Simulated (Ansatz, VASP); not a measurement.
# Cross-check of ZnGa2P2S between VASP and Ansatz

Wanted: the spread between two codes on one cell, functional and k mesh. The cell is generated by rule, not measured, and may not be a known phase. The cell is taken from a series of runs on this material, whose earlier steps may have relaxed, scaled, displaced or heated it; both programs get it as it stands.

Main program and level: Ansatz 0.2.0; plane waves, with VASP 6.6.1 beside it; relaxation of cell and atoms at PBE.

The structure was built from a prototype and need not be the compound's stable phase.

## (1) Set-up

Symmetry: Imm2, No. 44, orthorhombic system. The conventional cell has a = 3.888 Å, b = 3.920 Å, c = 16.399 Å, α = 90.00°, β = 90.00°, γ = 90.00°. Ga has 2 P at 2.35 Å and 2 S at 2.41 Å nearest. Nearest to Ga lie 4 P at 2.36 to 2.42 Å. Nearest to P lie 4 Ga at 2.35 to 2.42 Å. Nearest to P lie 2 Zn at 2.32 Å and 2 Ga at 2.36 Å. Nearest to S lie 2 Ga at 2.41 Å and 2 Zn at 2.45 Å. Nearest to Zn lie 2 P at 2.32 Å and 2 S at 2.45 Å. Farther neighbours and most contacts between anions are not listed.

## (2) Ansatz: relaxation of cell and atoms, PBE, pair 1

Ansatz runs on its default PAW (the set named soft_2) files.

The relaxed volume is the usual yardstick between codes: in a stiff, nearly cubic crystal its relative difference is about their pressure difference at one cell divided by the bulk modulus.

File input.yaml:

```yaml
crystal:
  lattice:
    - [2.7491456605, 2.7491456605, 0.0]
    - [-2.7717867439, 2.7717867439, 0.0]
    - [2.7604662022, -0.0113205417, 8.1997302676]
  atoms:
    - { symbol: Ga, position: [-0.0028544923, 0.0028544923, 0.0057089847] }
    - { symbol: Ga, position: [0.3306835586, 0.6693164414, 0.3386328829] }
    - { symbol: P, position: [0.4168846052, 0.0831153948, 0.1662307897] }
    - { symbol: P, position: [0.7493981093, 0.7506018907, 0.5012037814] }
    - { symbol: S, position: [0.0822588238, 0.4177411762, 0.8354823524] }
    - { symbol: Zn, position: [0.6736293955, 0.3263706045, 0.652741209] }
kpoints:
  mp_grid: { grid: [6, 6, 6] }
hamiltonian:
  xc: pbe
scf:
  occupations: { method: gaussian, width: 0.02 }
output:
  forces: true
  stress: true
  eigenvalues: true
  write_density: true
  write_potential: true
  elf: true
  volumetric_format: npy
relax:
  adjacent_minimum: "off"
  f_tol: 0.005
  max_steps: 80
  cell: { stress_tol: 0.05 }
```

Command:

```console
ansatz run input.yaml --threads 4 --pin off --max-ram 14336MiB --backend cpu --events-out ev --progress --plain --runs-dir out
```

Numbers of over 12 decimals in the logs are rounded to 6 here.

Output:

```text
Engine: ansatz 0.2.0, aarch64-unknown-linux-gnu
Pseudopotentials: kind: paw
Pseudopotential: Ga, paw, valence charge 13, recommended cutoff 420 eV (normal), Ga.paw.azcp
Pseudopotential: P, paw, valence charge 5, recommended cutoff 420 eV (normal), P.paw.azcp
Pseudopotential: S, paw, valence charge 6, recommended cutoff 420 eV (normal), S.paw.azcp
Pseudopotential: Zn, paw, valence charge 12, recommended cutoff 420 eV (normal), Zn.paw.azcp
Functional definition: PBE
  parameter kappa = 0.804
  parameter beta = 0.066725
  exchange = pbe_x(kappa = kappa, mu = beta*pi^2/3)
  correlation = pbe_c(beta = beta)
Crystal: 6 atoms, lattice volume = 124.965 Å³
Basis set: ecut = 420 eV, 2479 PW (Γ), exchange–correlation on 54×54×120 points (8 copies of the dense FFT grid, shifted against one another)
Bands: 33, of which v1, the nominal top of the filled ones, is band 27 counted from 1 (26 counted from 0)
Symmetry: 4 space group operations
Space group: Imm2 (ITA 44), of the structure as read, at distance tolerance 5.0e-5 Å
k-points: 46 of 216 (time reversal used)
Non-local potential: Ga, projectors of the file, l = 0: 2, l = 1: 2, l = 2: 3, l = 3: 1
Non-local potential: P, projectors of the file, l = 0: 2, l = 1: 2, l = 2: 2
Non-local potential: S, projectors of the file, l = 0: 2, l = 1: 2, l = 2: 2
Non-local potential: Zn, projectors of the file, l = 0: 2, l = 1: 2, l = 2: 3, l = 3: 1
PAW form: soft (Blöchl's): semilocal exchange-correlation on the pseudo side does not see the compensation charge
PAW one-centre angular grid: Ga, 590 points (default); XC on 64 Gauss nodes
PAW one-centre angular grid: P, 110 points (default); XC on 64 Gauss nodes
PAW one-centre angular grid: S, 110 points (default); XC on 64 Gauss nodes
PAW one-centre angular grid: Zn, 590 points (default); XC on 64 Gauss nodes
Initial density: superposition of atomic densities (neutral atoms: chi_scale 0, normalization atom), corrected by the library's trained network
Initial wavefunctions: pseudopotential atomic-orbital guess
Functional: x = pbe(κ = 0.804, μ = 0.219515), c = pbe(β = 0.066725)
SCF iter   1: F=—  HF=-13301.467320 eV  |F-HF|=—  |Δ(HF+E_count)|=         —  Δρ=1.47e-3  dr2=4.71e-3  ethr=1.77e-3  ⟨swp⟩=7.4  Hψ=7304  notcnv=0
preconditioner: auto → Resta (q_TF=auto, 2.372 Å⁻¹)  ε∞=4.7  [insulator: Δε(μ)=0.858 eV  Ē_g=12.621 eV  σ=0.020 eV  W_gap=1.00  n_scr=26 (ndim 8)  ℏωp=24.4 eV  f_vac=0.019  D(μ)=0.00/eV (n_scr^D=0)  ε∞_Penn≈4.7]
SCF iter   2: F=—  HF=-13301.462080 eV  |F-HF|=—  |Δ(HF+E_count)|=   5.24e-3  Δρ=9.09e-4  dr2=1.07e-3  ethr=8.72e-6  ⟨swp⟩=2.9  Hψ=3539  notcnv=0  defer=72
SCF iter   3: F=—  HF=-13301.461888 eV  |F-HF|=—  |Δ(HF+E_count)|=   1.92e-4  Δρ=3.73e-4  dr2=1.93e-4  ethr=1.97e-6  ⟨swp⟩=2.0  Hψ=2739  notcnv=0  defer=72
SCF iter   4: F=—  HF=-13301.461892 eV  |F-HF|=—  |Δ(HF+E_count)|=   4.61e-6  Δρ=1.32e-4  dr2=3.12e-5  ethr=3.57e-7  ⟨swp⟩=2.1  Hψ=2413  notcnv=0  defer=72
SCF iter   5: F=—  HF=-13301.461918 eV  |F-HF|=—  |Δ(HF+E_count)|=   2.55e-5  Δρ=4.45e-5  dr2=4.02e-6  ethr=5.78e-8  ⟨swp⟩=2.0  Hψ=2684  notcnv=0  defer=72
SCF iter   6: F=—  HF=-13301.461922 eV  |F-HF|=—  |Δ(HF+E_count)|=   4.50e-6  Δρ=5.75e-5  dr2=2.46e-6  ethr=7.44e-9  ⟨swp⟩=2.0  Hψ=2688  notcnv=0  defer=72
SCF iter   7: F=—  HF=-13301.461921 eV  |F-HF|=—  |Δ(HF+E_count)|=   9.98e-7  Δρ=1.01e-5  dr2=1.43e-7  ethr=4.55e-9  ⟨swp⟩=2.0  Hψ=2110  notcnv=0  defer=72
SCF iter   8: F=-13301.461921 eV  HF=-13301.461921 eV  |F-HF|=7.80e-9  |Δ(HF+E_count)|=   1.50e-7  Δρ=2.85e-6  dr2=1.14e-8  ethr=1.85e-10  ⟨swp⟩=14.8  Hψ=11639  notcnv=0
SCF 1 converged in 8 iterations: F = -13301.461921 eV  dr2 = 1.14e-8
  greatest PAW one-centre occupation: 0.995 electrons in one spin orbital (limit 2), on the Ga atom at site 0 (counted from 0), in its partial waves of l = 2
relax step   1: F+E_penalty+E_count = -13301.46192144 eV  Δ(F+E_penalty+E_count) = +0.000e0 eV  max|allowed force component| = 2.660e-2 eV/Å  Δτ_max = 0.0000 Å  P = -0.013 GPa  Ω = 124.965 Å³  (8 SCF iters, dr2 threshold 1.00e-7 eV, accepted)
[...]
relax step   2: F+E_penalty+E_count = -13301.46199630 eV  Δ(F+E_penalty+E_count) = -7.487e-5 eV  max|allowed force component| = 1.457e-2 eV/Å  Δτ_max = 0.0012 Å  P = -0.004 GPa  Ω = 124.949 Å³  energy of the carried Pulay correction = +4.470e-6 eV  (4 SCF iters, dr2 threshold 4.42e-8 eV, accepted)
[...]
relax step   3: F+E_penalty+E_count = -13301.46202624 eV  Δ(F+E_penalty+E_count) = -2.994e-5 eV  max|allowed force component| = 2.909e-3 eV/Å  Δτ_max = 0.0018 Å  P = +0.002 GPa  Ω = 124.948 Å³  energy of the carried Pulay correction = +4.825e-6 eV  (5 SCF iters, dr2 threshold 1.33e-8 eV, accepted)
[...]
relax step   4: F+E_penalty+E_count = -13301.46201996 eV  Δ(F+E_penalty+E_count) = +6.279e-6 eV  max|allowed force component| = 2.887e-3 eV/Å  Δτ_max = 0.0000 Å  P = +0.002 GPa  Ω = 124.948 Å³  stress off target by 1.47e-2 GPa  SCF on the basis re-selected at this cell (its energy is not comparable with the rows above)  (6 SCF iters)
basis re-selected at this cell: Δ(F+E_penalty+E_count) = +6.279e-6 eV, ΔP = -0.000 GPa vs the last step (what re-selecting the basis moved, of the pressure what is left beyond the Pulay correction that the steps carried, after the strain that the cell walked since its last selection, with what the two solves' SCF thresholds leave and, on support functions, any second-order correction that the steps lacked; it is no m [...]
SCF converged after 6 iterations
Free energy (F): -13301.462020 eV
Harris-Foulkes:  -13301.462020 eV  (|F-HF|=7.28e-12)
Internal energy: -13301.462020 eV  (E = F + TS)
E sigma→0 (E₀):  -13301.462020 eV
Fermi energy:    7.035069 eV
--- Per-component energies (eV) ---
  E_band       = -133.219351
  E_kinetic    = 607.860522
  E_local      = -6513.931626  (includes V_loc(G=0)·N_el)
  E_nonlocal   = 1559.451804
  E_hartree    = 2914.369161
  E_xc         = -494.599834
  E_vxc        = -375.741028  (∫ρ·V_xc dr)
  E_paw        = -7544.720759  (= ΣΔE_a)
  E_vpaw       = -1239.596884  (= ΣTr[D̂ρ^β])
  E_aug_tail   = -0.000554  (compensation charges beyond the density's cutoff)
  E_ewald      = -3829.890733
  E_smearing   = -0.000000  (= −TS)
  E_closure    = 0.000000  (closes the sum)
  Σ components = -13301.462020   (vs F -13301.462020, Δ=0.00e0)
--- Forces (eV/Å), atoms counted from 1 ---
  atom   1  Ga     0.00000000    -0.00000000    -0.00110216
  atom   2  Ga     0.00000000    -0.00000000    -0.00000149
  atom   3  P      0.00000000     0.00000000    -0.00159675
  atom   4  P      0.00000000    -0.00000000     0.00059645
  atom   5  S      0.00000000    -0.00000000    -0.00078347
  atom   6  Zn     0.00000000    -0.00000000     0.00288696
  max |Σ_I F_I| component: 4.62e-7 eV/Å
--- Stress (GPa, compression-positive) ---
        0.000656      -0.014001      -0.000000
       -0.014001       0.000656      -0.000000
       -0.000000      -0.000000       0.005166
  P = ⅓ Tr σ = 0.0022 GPa (0.022 kbar)
--- Band table (eV; the first three rows and the last of 46) ---
  k-point 0: bands = [... 23 lower, 4.6269, 6.1683, 6.1843, 6.6013, 7.4688, 8.3940, 8.6790, 9.6260, ... 2 higher]
  k-point 1: bands = [... 23 lower, 4.6976, 5.7414, 6.0795, 6.5069, 7.7860, 8.3835, 8.7385, 9.5827, ... 2 higher]
  k-point 2: bands = [... 23 lower, 4.8915, 4.9782, 5.8220, 6.3062, 8.0829, 8.4115, 8.9213, 9.6716, ... 2 higher]
  k-point 45: bands = [... 23 lower, 3.4633, 3.5775, 3.9930, 4.2602, 8.5763, 8.7996, 9.2699, 9.5152, ... 2 higher]
--- Relaxed structure (3 steps of the walk, 3 accepted, 1 SCFs on fresh bases) ---
  F+E_penalty+E_count = -13301.46201996 eV   max|allowed force component| = 2.887e-3 eV/Å   (the final SCF, on the basis selected at the relaxed cell)
  cell:  # Å, volume = 124.9477 Å³
    - [2.749791, 2.749791, 0]
    - [-2.770903, 2.770903, 0]
    - [2.760347, -0.010556, 8.199309]
  atoms:
    - { symbol: Ga, position: [-0.00279227, 0.00279227, 0.00558454] }
    - { symbol: Ga, position: [0.330737, 0.669263, 0.338527] }
    - { symbol: P, position: [0.416827, 0.083173, 0.166346] }
    - { symbol: P, position: [0.749330, 0.750670, 0.501340] }
    - { symbol: S, position: [0.082135, 0.417865, 0.835730] }
    - { symbol: Zn, position: [0.673763, 0.326237, 0.652473] }
```

## (3) VASP: relaxation of cell and atoms, PBE, pair 1

The same cell, functional, mesh and smearing now go to VASP, with its own data sets.

Lines of VASP's logs that name or quote its potential files are left out, and so is its time.

File INCAR:

```
SYSTEM = ZnGa2P2S
PREC = Accurate
ENCUT = 500
EDIFF = 1E-07
NELM = 120
ISMEAR = 0
SIGMA = 0.02
LREAL = .FALSE.
ALGO = Normal
GGA = PE
NBANDS = 33
LORBIT = 11
LWAVE = .FALSE.
LCHARG = .FALSE.
ISIF = 3
IBRION = 2
NSW = 80
EDIFFG = -0.005
LASPH = .TRUE.
GGA_COMPAT = .FALSE.
NELMIN = 4
EFERMI = MIDGAP
KPAR = 2
```

File POSCAR:

```
ZnGa2P2S
1.0
    2.7491460000      2.7491460000      0.0000000000
   -2.7717870000      2.7717870000      0.0000000000
    2.7604660000     -0.0113210000      8.1997300000
Ga P S Zn
2 2 1 1
Direct
    0.9971456676      0.0028544843      0.0057089685
    0.3306837232      0.6693164287      0.3386328574
    0.4168847323      0.0831154197      0.1662308393
    0.7493982419      0.7506019101      0.5012038201
    0.0822589580      0.4177411939      0.8354823878
    0.6736295275      0.3263706244      0.6527412488
```

File KPOINTS:

```
Automatic mesh
0
Gamma
6 6 6
0 0 0
```

Potentials, in the order of the species: Ga_d, P, S and Zn (PBE family, release 64).

Command:

```console
mpirun -np 2 vasp_std
```

Output:

```text
[banner, memory and clock lines left out]
running    2 mpi-ranks, on    1 nodes
 distrk:  each k-point on    1 cores,    2 groups
 distr:  one band on    1 cores,    1 groups

 POSCAR found type information on POSCAR GaP S Zn
 POSCAR found :  4 types and       6 ions
 LDA part: xc-table for (Slater+PW92), standard interpolation
 POSCAR, INCAR and KPOINTS ok, starting setup
 FFT: planning ... GRIDC
 FFT: planning ... GRID_SOFT
 FFT: planning ... GRID
 WAVECAR not read
 entering main loop
       N       E                     dE             d eps       ncg     rms          rms(c)
DAV:   1     0.409196899926E+03    0.40920E+03   -0.25020E+04  3149   0.221E+03
DAV:   2     0.301142751746E+02   -0.37908E+03   -0.36941E+03  3276   0.512E+02
DAV:   3    -0.233427558426E+02   -0.53457E+02   -0.52523E+02  3534   0.156E+02
DAV:   4    -0.257982928832E+02   -0.24555E+01   -0.24476E+01  3980   0.348E+01
DAV:   5    -0.258510817028E+02   -0.52789E-01   -0.52742E-01  3854   0.466E+00    0.883E+00
DAV:   6    -0.247491928743E+02    0.11019E+01   -0.24371E+00  4431   0.377E+01    0.618E+00
DAV:   7    -0.247239982654E+02    0.25195E-01   -0.21961E+00  3613   0.843E+00    0.252E+00
DAV:   8    -0.247151188368E+02    0.88794E-02   -0.18608E-01  3694   0.444E+00    0.129E+00
DAV:   9    -0.247165471053E+02   -0.14283E-02   -0.28843E-02  3952   0.101E+00    0.305E-01
DAV:  10    -0.247164688916E+02    0.78214E-04   -0.33091E-03  3759   0.820E-01    0.114E-01
DAV:  11    -0.247168084315E+02   -0.33954E-03   -0.92541E-04  3740   0.387E-01    0.362E-02
DAV:  12    -0.247168358248E+02   -0.27393E-04   -0.21312E-04  3814   0.183E-01    0.276E-02
DAV:  13    -0.247168445539E+02   -0.87291E-05   -0.43648E-05  3719   0.457E-02    0.125E-02
DAV:  14    -0.247168491478E+02   -0.45939E-05   -0.11790E-05  3452   0.238E-02    0.434E-03
DAV:  15    -0.247168492427E+02   -0.94928E-07   -0.10605E-06  3904   0.930E-03    0.249E-03
DAV:  16    -0.247168493703E+02   -0.12759E-06   -0.37347E-07  3152   0.540E-03    0.546E-04
DAV:  17    -0.247168493761E+02   -0.57926E-08   -0.68490E-08  2322   0.201E-03
   1 F= -.24716849E+02 E0= -.24716849E+02  d E =-.247168E+02
[...]
2 F= -.24716920E+02 E0= -.24716920E+02  d E =-.702700E-04
[...]
3 F= -.24716920E+02 E0= -.24716920E+02  d E =-.710207E-04
[...]
4 F= -.24716942E+02 E0= -.24716942E+02  d E =-.220370E-04
[...]
5 F= -.24716949E+02 E0= -.24716949E+02  d E =-.284478E-04
 curvature:  -1.12 expect dE=-0.697E-05 dE for cont linesearch -0.589E-09
 trial: gam= 0.26048 g(F)=  0.563E-05 g(S)=  0.570E-06 ort = 0.135E-06 (trialstep = 0.120E+01)
 search vector abs. value=  0.864E-05
 bond charge predicted
       N       E                     dE             d eps       ncg     rms          rms(c)
DAV:   1    -0.247169562017E+02   -0.73293E-05   -0.15369E-03  3535   0.275E-01    0.218E-02
DAV:   2    -0.247169547583E+02    0.14434E-05   -0.83026E-05  3879   0.121E-01    0.947E-03
DAV:   3    -0.247169538079E+02    0.95043E-06   -0.83510E-06  4518   0.267E-02    0.454E-03
DAV:   4    -0.247169532044E+02    0.60353E-06   -0.86706E-07  3588   0.776E-03    0.159E-03
DAV:   5    -0.247169530574E+02    0.14698E-06   -0.14749E-07  2046   0.311E-03    0.502E-04
DAV:   6    -0.247169530229E+02    0.34504E-07   -0.28937E-08  1649   0.162E-03
   6 F= -.24716953E+02 E0= -.24716953E+02  d E =-.417823E-05
 trial-energy change:   -0.000004  1 .order   -0.000004   -0.000007   -0.000001
 step:   1.4781(harm=  1.4781)  dis= 0.00048  next Energy=   -24.716953 (dE=-0.461E-05)
 reached required accuracy - stopping structural energy minimisation
```

OUTCAR, selected parts (step 3):

```text
ion  position               nearest neighbor table
   1  0.997  0.003  0.006-   3 2.35   3 2.35   5 2.41   5 2.41
   2  0.331  0.669  0.339-   4 2.36   4 2.36   3 2.42   3 2.42
   3  0.417  0.083  0.166-   1 2.35   1 2.35   2 2.42   2 2.42
   4  0.749  0.751  0.501-   6 2.32   6 2.32   2 2.36   2 2.36
   5  0.082  0.418  0.835-   1 2.41   1 2.41   6 2.45   6 2.45
   6  0.674  0.326  0.653-   4 2.32   4 2.32   5 2.45   5 2.45

  LATTYP: Found a body centered orthorhombic cell.
 ALAT       =     3.8878795581
 B/A-ratio  =     1.0082356485
 C/A-ratio  =     4.2180987746

 Subroutine GETGRP returns: Found  4 space group operations
 (whereof  4 operations were pure point group operations)

The static configuration has the point symmetry C_2v.

 Found     46 irreducible k-points:

   k-points           NKPTS =     46   k-points in BZ     NKDIM =     46   number of bands    NBANDS=     33

   dimension x,y,z NGX =    28 NGY =   30 NGZ =   64
   dimension x,y,z NGXF=    56 NGYF=   60 NGZF=  128

   ENCUT  =  500.0 eV  36.75 Ry    6.06 a.u.   7.09  7.15 15.77*2*pi/ulx,y,z

   NELECT =      54.0000    total number of electrons

 k-points in reciprocal lattice and weights: Automatic mesh
   0.00000000  0.00000000  0.00000000       0.005
   0.16666667  0.00000000 -0.00000000       0.019
   0.33333333  0.00000000 -0.00000000       0.019
   0.50000000  0.00000000 -0.00000000       0.009
   0.00000000  0.16666667  0.00000000       0.019
   0.16666667  0.16666667 -0.00000000       0.019
   0.33333333  0.16666667 -0.00000000       0.037
   0.50000000  0.16666667 -0.00000000       0.037
  -0.33333333  0.16666667  0.00000000       0.037
[...]
0.00000000  0.33333333  0.33333333       0.009
   0.00000000  0.00000000  0.50000000       0.005

 average (electrostatic) potential at core
       1 -66.8228       2 -66.1607       3 -84.4441       4 -83.7999       5 -88.0664
       6 -35.1365

 E-fermi :   4.2886

 k-point     1 :       0.0000    0.0000    0.0000
  band No.  band energies     occupation
    ...
     23       1.7130      2.00000
     24       1.8827      2.00000
     25       3.4213      2.00000
     26       3.4392      2.00000
     27       3.8556      2.00000
     28       4.7216      0.00000
     29       5.6531      0.00000
     30       5.9333      0.00000
     31       6.8865      0.00000
     32       7.2859      0.00000
    ...

 k-point     2 :       0.1667    0.0000   -0.0000
  band No.  band energies     occupation
    ...
     23       1.3728      2.00000
     24       1.8285      2.00000
     25       2.0484      2.00000
     26       3.0560      2.00000
     27       3.8060      2.00000
     28       5.3533      0.00000
     29       6.1637      0.00000
     30       7.0955      0.00000
     31       7.5228      0.00000
     32       8.0823      0.00000
    ...

 k-point     3 :       0.3333    0.0000   -0.0000
  band No.  band energies     occupation
    ...
     23       0.7888      2.00000
     24       1.6717      2.00000
     25       2.3362      2.00000
     26       2.4051      2.00000
     27       3.7024      2.00000
     28       5.3500      0.00000
     29       6.3281      0.00000
     30       7.5384      0.00000
     31       8.3273      0.00000
     32       8.4850      0.00000
    ...

  Total       -0.0075864     -0.0075864     -0.0047263     -0.0002889      0.0000000      0.0000000
  in kB       -0.0972175     -0.0972175     -0.0605667     -0.0037027      0.0000000      0.0000000
  external PRESSURE =      -0.0850006 kB  Pullay stress =       0.0000000 kB

  energy-cutoff  :      500.00
  volume of cell :      125.03
      direct lattice vectors                 reciprocal lattice vectors
     2.749676999  2.749676999 -0.000000000     0.181839540  0.181839540 -0.060964515
    -2.772019261  2.772019261  0.000000000    -0.180373927  0.180373927  0.060964537
     2.760847630 -0.011171631  8.201489308     0.000000000  0.000000000  0.121929074

 POSITION                                       TOTAL-FORCE (eV/Angst)
 -----------------------------------------------------------------------------------
      2.74968      2.74968      0.04702        -0.000000     -0.000000      0.001558
     -0.01117      2.76085      2.77627         0.000000      0.000000     -0.001658
      1.37484      1.37484      1.36394        -0.000000     -0.000000      0.002709
      1.36367      4.13569      4.11051         0.000000      0.000000     -0.002050
      1.37484      1.37484      6.85564         0.000000      0.000000     -0.000691
      2.74968      2.74968      5.35035        -0.000000     -0.000000      0.000133
 -----------------------------------------------------------------------------------
    total drift:                               -0.000805     -0.000823     -0.000635

  FREE ENERGIE OF THE ION-ELECTRON SYSTEM (eV)
  ---------------------------------------------------
  free  energy   TOTEN  =       -24.7169530229 eV

  energy  without entropy=      -24.7169530229  energy(sigma->0) =      -24.71695302

 reached required accuracy - stopping structural energy minimisation

 total charge
# of ion       s       p       d       tot
------------------------------------------
    1        0.857   0.742  10.017  11.617
    2        0.860   0.808  10.006  11.674
    3        1.025   1.507   0.000   2.532
    4        1.016   1.527   0.000   2.543
    5        1.330   2.384   0.000   3.713
    6        0.564   0.479   9.768  10.811
--------------------------------------------------
tot          5.651   7.447  29.792  42.890

[... 3 further parts left out ...]
```

The run keeps the 4 symmetry operations of its start, so it cannot find a distortion of lower symmetry.

## (4) Differences

Known differences besides the potentials themselves: the cutoff is 420 eV in Ansatz and 500 eV in VASP; Ansatz adds a Pulay correction to the stress that steers its cell, VASP none. Total energies have different zeros and are not compared.

The two programs side by side:

| quantity | Ansatz | VASP | difference |
| --- | --- | --- | --- |
| volume (Å³) | 124.95 | 125.03 | -0.06 % |
| edge a after relaxation, in the typed setting (Å) | 3.889 | 3.889 | +0.01 % |
| edge b after relaxation, in the typed setting (Å) | 3.919 | 3.920 | -0.04 % |
| edge c after relaxation, in the typed setting (Å) | 8.652 | 8.654 | -0.03 % |

(Continued in part 2 of 2.)

[Lines on the potential files, build, host, timing and source positions are cut from VASP's logs without a mark.]

[Logs are printed without paths, hosts, clocks, repeated set-up lines and the standing remarks that a program may print on its own settings, such as how far it seeks lower states.]

[Hosts, paths, dates, database ids (printed as entryN), source tags and the programs' standing remarks are cut or masked in the printed files.]
